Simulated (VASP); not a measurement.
OSZICAR of a VASP run on FeP (space group P4_2/mmc):

**OSZICAR**
```
...
DAV:   7    -0.278358896852E+02    0.34732E-03   -0.42730E-04  1319   0.213E-01    0.126E-01
DAV:   8    -0.278359909702E+02   -0.10129E-03   -0.18741E-04  1301   0.140E-01    0.399E-02
DAV:   9    -0.278360158886E+02   -0.24918E-04   -0.27185E-05  1494   0.460E-02    0.110E-02
DAV:  10    -0.278360185953E+02   -0.27067E-05   -0.27497E-06   654   0.173E-02    0.695E-03
DAV:  11    -0.278360191504E+02   -0.55508E-06   -0.27916E-06   694   0.149E-02
  12 F= -.27836019E+02 E0= -.27816078E+02  d E =-.244933E-01  mag=    -0.0012
       N       E                     dE             d eps       ncg     rms          rms(c)
DAV:   1    -0.278569676331E+02   -0.20949E-01   -0.47998E-02  1148   0.292E+00    0.556E-01
DAV:   2    -0.278637179767E+02   -0.67503E-02   -0.52850E-02  1212   0.371E+00    0.857E-01
DAV:   3    -0.278538516806E+02    0.98663E-02   -0.25224E-02  1212   0.266E+00    0.121E-01
DAV:   4    -0.278537864751E+02    0.65206E-04   -0.11706E-03  1128   0.237E-01    0.416E-02
DAV:   5    -0.278537698332E+02    0.16642E-04   -0.41152E-05  1441   0.782E-02    0.260E-02
DAV:   6    -0.278537753850E+02   -0.55517E-05   -0.68996E-06  1169   0.234E-02    0.347E-02
DAV:   7    -0.278537656962E+02    0.96887E-05   -0.85849E-06  1120   0.337E-02    0.194E-02
DAV:   8    -0.278537639092E+02    0.17870E-05   -0.59670E-06  1060   0.317E-02    0.395E-03
DAV:   9    -0.278537651630E+02   -0.12538E-05   -0.14715E-06   570   0.113E-02    0.225E-03
DAV:  10    -0.278537651554E+02    0.76734E-08   -0.18046E-07   504   0.478E-03
  13 F= -.27853765E+02 E0= -.27833876E+02  d E =-.177460E-01  mag=     0.0001
       N       E                     dE             d eps       ncg     rms          rms(c)
DAV:   1    -0.279293462609E+02   -0.75581E-01   -0.44746E-01  1148   0.880E+00    0.165E+00
DAV:   2    -0.279829234904E+02   -0.53577E-01   -0.50695E-01  1212   0.109E+01    0.239E+00
DAV:   3    -0.279015035508E+02    0.81420E-01   -0.21101E-01  1196   0.780E+00    0.350E-01
DAV:   4    -0.279009766301E+02    0.52692E-03   -0.10921E-02  1118   0.677E-01    0.130E-01
DAV:   5    -0.279007960543E+02    0.18058E-03   -0.38463E-04  1426   0.252E-01    0.655E-02
DAV:   6    -0.279007775770E+02    0.18477E-04   -0.57760E-05  1108   0.580E-02    0.373E-02
DAV:   7    -0.279007744025E+02    0.31745E-05   -0.29845E-05  1571   0.691E-02    0.324E-02
DAV:   8    -0.279007649468E+02    0.94557E-05   -0.14700E-05  1299   0.403E-02    0.141E-02
DAV:   9    -0.279007650260E+02   -0.79265E-07   -0.25325E-06   634   0.186E-02
  14 F= -.27900765E+02 E0= -.27881048E+02  d E =-.647459E-01  mag=    -0.0001
       N       E                     dE             d eps       ncg     rms          rms(c)
DAV:   1    -0.280777123853E+02   -0.17695E+00   -0.17904E+00  1138   0.178E+01    0.325E+00
DAV:   2    -0.282490106208E+02   -0.17130E+00   -0.19048E+00  1196   0.213E+01    0.426E+00
DAV:   3    -0.279681647442E+02    0.28085E+00   -0.77878E-01  1228   0.151E+01    0.660E-01
DAV:   4    -0.279662603834E+02    0.19044E-02   -0.40223E-02  1098   0.121E+00    0.275E-01
DAV:   5    -0.279655038092E+02    0.75657E-03   -0.16890E-03  1430   0.591E-01    0.124E-01
DAV:   6    -0.279654462031E+02    0.57606E-04   -0.29109E-04  1138   0.140E-01    0.687E-02
DAV:   7    -0.279654155981E+02    0.30605E-04   -0.10552E-04  1478   0.152E-01    0.245E-02
DAV:   8    -0.279654167565E+02   -0.11584E-05   -0.11122E-05  1084   0.257E-02    0.258E-02
DAV:   9    -0.279654123264E+02    0.44301E-05   -0.40895E-06   786   0.229E-02    0.193E-02
DAV:  10    -0.279654110817E+02    0.12448E-05   -0.17258E-06   600   0.172E-02    0.146E-02
DAV:  11    -0.279654100601E+02    0.10216E-05   -0.12711E-06   621   0.100E-02    0.727E-03
DAV:  12    -0.279654096547E+02    0.40534E-06   -0.62907E-07   504   0.554E-03
  15 F= -.27965410E+02 E0= -.27946112E+02  d E =-.129391E+00  mag=     0.0000
       N       E                     dE             d eps       ncg     rms          rms(c)
DAV:   1    -0.284044093524E+02   -0.43900E+00   -0.71827E+00  1138   0.362E+01    0.651E+00
DAV:   2    -0.289101539138E+02   -0.50574E+00   -0.69347E+00  1170   0.414E+01    0.791E+00
DAV:   3    -0.279783128024E+02    0.93184E+00   -0.35408E+00  1234   0.297E+01    0.147E+00
DAV:   4    -0.279681912751E+02    0.10122E-01   -0.16189E-01  1184   0.270E+00    0.546E-01
DAV:   5    -0.279656274525E+02    0.25638E-02   -0.57101E-03  1462   0.103E+00    0.265E-01
DAV:   6    -0.279651984893E+02    0.42896E-03   -0.13482E-03  1130   0.292E-01    0.935E-02
DAV:   7    -0.279651443919E+02    0.54097E-04   -0.23141E-04  1452   0.196E-01    0.380E-02
DAV:   8    -0.279651372346E+02    0.71574E-05   -0.17520E-05  1410   0.533E-02    0.252E-02
DAV:   9    -0.279651358620E+02    0.13725E-05   -0.61643E-06  1283   0.216E-02    0.179E-02
DAV:  10    -0.279651379281E+02   -0.20661E-05   -0.13585E-06   628   0.130E-02    0.210E-02
DAV:  11    -0.279651315602E+02    0.63679E-05   -0.91162E-06  1034   0.378E-02    0.647E-03
DAV:  12    -0.279651330212E+02   -0.14609E-05   -0.69186E-07   509   0.811E-03    0.423E-03
DAV:  13    -0.279651331788E+02   -0.15762E-06   -0.10826E-07   504   0.376E-03
  16 F= -.27965133E+02 E0= -.27947176E+02  d E =-.129114E+00  mag=    -0.0000
       N       E                     dE             d eps       ncg     rms          rms(c)
DAV:   1    -0.281014724852E+02   -0.13634E+00   -0.18956E+00  1148   0.190E+01    0.320E+00
DAV:   2    -0.282419832337E+02   -0.14051E+00   -0.18401E+00  1202   0.212E+01    0.412E+00
DAV:   3    -0.279939839978E+02    0.24800E+00   -0.79827E-01  1202   0.142E+01    0.859E-01
DAV:   4    -0.279884346876E+02    0.55493E-02   -0.34086E-02  1296   0.179E+00    0.166E-01
DAV:   5    -0.279881252722E+02    0.30942E-03   -0.87998E-04  1370   0.254E-01    0.925E-02
DAV:   6    -0.279880373198E+02    0.87952E-04   -0.13510E-04  1450   0.111E-01    0.201E-02
DAV:   7    -0.279880400775E+02   -0.27577E-05   -0.15381E-05  1180   0.428E-02    0.117E-02
DAV:   8    -0.279880423059E+02   -0.22285E-05   -0.10621E-06   627   0.128E-02    0.971E-03
DAV:   9    -0.279880426955E+02   -0.38956E-06   -0.37126E-07   549   0.525E-03
  17 F= -.27988043E+02 E0= -.27969299E+02  d E =-.152024E+00  mag=    -0.0003
       N       E                     dE             d eps       ncg     rms          rms(c)
DAV:   1    -0.279883709772E+02   -0.32867E-03   -0.49433E-03  1138   0.966E-01    0.178E-01
DAV:   2    -0.279889456621E+02   -0.57468E-03   -0.49112E-03  1218   0.118E+00    0.253E-01
DAV:   3    -0.279880678007E+02    0.87786E-03   -0.22896E-03  1202   0.832E-01    0.395E-02
DAV:   4    -0.279880624262E+02    0.53745E-05   -0.10955E-04  1133   0.723E-02    0.150E-02
DAV:   5    -0.279880615200E+02    0.90623E-06   -0.44687E-06  1148   0.274E-02
  18 F= -.27988062E+02 E0= -.27969350E+02  d E =-.152042E+00  mag=    -0.0014
       N       E                     dE             d eps       ncg     rms          rms(c)
DAV:   1    -0.279880887472E+02   -0.26321E-04   -0.15292E-04  1176   0.136E-01    0.297E-02
DAV:   2    -0.279881071211E+02   -0.18374E-04   -0.13829E-04  1267   0.195E-01    0.465E-02
DAV:   3    -0.279880844642E+02    0.22657E-04   -0.62855E-05  1231   0.136E-01    0.227E-02
DAV:   4    -0.279880815812E+02    0.28830E-05   -0.27185E-06   774   0.149E-02    0.169E-02
DAV:   5    -0.279880775031E+02    0.40782E-05   -0.43841E-06   730   0.238E-02    0.557E-03
DAV:   6    -0.279880789450E+02   -0.14419E-05   -0.87057E-07   535   0.936E-03    0.233E-03
DAV:   7    -0.279880791313E+02   -0.18631E-06   -0.24399E-07   504   0.485E-03
  19 F= -.27988079E+02 E0= -.27969355E+02  d E =-.176113E-04  mag=     0.0002
       N       E                     dE             d eps       ncg     rms          rms(c)
DAV:   1    -0.279882013459E+02   -0.12240E-03   -0.13721E-03  1166   0.408E-01    0.767E-02
DAV:   2    -0.279883036844E+02   -0.10234E-03   -0.99414E-04  1222   0.523E-01    0.115E-01
DAV:   3    -0.279881309545E+02    0.17273E-03   -0.44316E-04  1212   0.364E-01    0.164E-02
DAV:   4    -0.279881282482E+02    0.27063E-05   -0.25592E-05  1114   0.317E-02    0.762E-03
DAV:   5    -0.279881282611E+02   -0.12950E-07   -0.94786E-07   582   0.141E-02
  20 F= -.27988128E+02 E0= -.27969360E+02  d E =-.667412E-04  mag=     0.0007
       N       E                     dE             d eps       ncg     rms          rms(c)
DAV:   1    -0.279884865990E+02   -0.35835E-03   -0.54999E-03  1174   0.818E-01    0.155E-01
DAV:   2    -0.279889101923E+02   -0.42359E-03   -0.40733E-03  1222   0.106E+00    0.234E-01
DAV:   3    -0.279881998330E+02    0.71036E-03   -0.18249E-03  1212   0.739E-01    0.347E-02
DAV:   4    -0.279881957089E+02    0.41241E-05   -0.10796E-04  1134   0.682E-02    0.330E-02
DAV:   5    -0.279881989852E+02   -0.32763E-05   -0.33435E-06  1000   0.185E-02    0.370E-02
DAV:   6    -0.279881812881E+02    0.17697E-04   -0.18497E-05  1225   0.503E-02    0.155E-02
DAV:   7    -0.279881841221E+02   -0.28340E-05   -0.20388E-06   625   0.146E-02    0.105E-02
DAV:   8    -0.279881849132E+02   -0.79112E-06   -0.90599E-07   527   0.107E-02
  21 F= -.27988185E+02 E0= -.27969336E+02  d E =-.123393E-03  mag=     0.0000
       N       E                     dE             d eps       ncg     rms          rms(c)
DAV:   1    -0.279893420677E+02   -0.11579E-02   -0.22058E-02  1174   0.163E+00    0.311E-01
DAV:   2    -0.279910398885E+02   -0.16978E-02   -0.16337E-02  1206   0.212E+00    0.467E-01
DAV:   3    -0.279881918112E+02    0.28481E-02   -0.72870E-03  1196   0.148E+00    0.653E-02
DAV:   4    -0.279881467333E+02    0.45078E-04   -0.42299E-04  1114   0.125E-01    0.269E-02
DAV:   5    -0.279881396963E+02    0.70370E-05   -0.18742E-05  1254   0.622E-02    0.124E-02
DAV:   6    -0.279881395574E+02    0.13898E-06   -0.37833E-06  1021   0.201E-02
  22 F= -.27988140E+02 E0= -.27969162E+02  d E =-.780374E-04  mag=     0.0012
```

Task: Which electronic solver shows in the log?

Result: It is blocked Davidson (ALGO = Normal, or the opening steps of other solvers). The INCAR had ALGO = Normal.

Task: How was spin treated?

Result: Collinear spin (ISPIN = 2): the summary line carries one mag value, 0.00 μB in the cell.

Task: Can the final energy be trusted as converged?

Result: Self-consistency was reached. It stopped with EDIFF = 1E-6, NELM = 100, NSW = 50 and EDIFFG = -0.01 after 22 ionic steps (PBE GGA, plane waves, VASP's PBE PAW potentials (set 64)). At this cut-off the stress carries a Pulay error, which pulls relaxed volumes low. Energy and stress use the plane-wave basis of the starting cell.

The structure was generated: FeP was put into an ordered model structure, which need not be its known phase. This run relaxes it. Symmetry was kept, so distortions that lower it aren't found. The k-mesh is coarse (spacing up to 0.48 per Å, 2π included), so the numbers may not be converged in it. The run is one of a series of settings (EDIFFG = -0.01, IBRION = 2, ISIF = 3, NSW = 50 against the base run), some of them coarse on purpose.
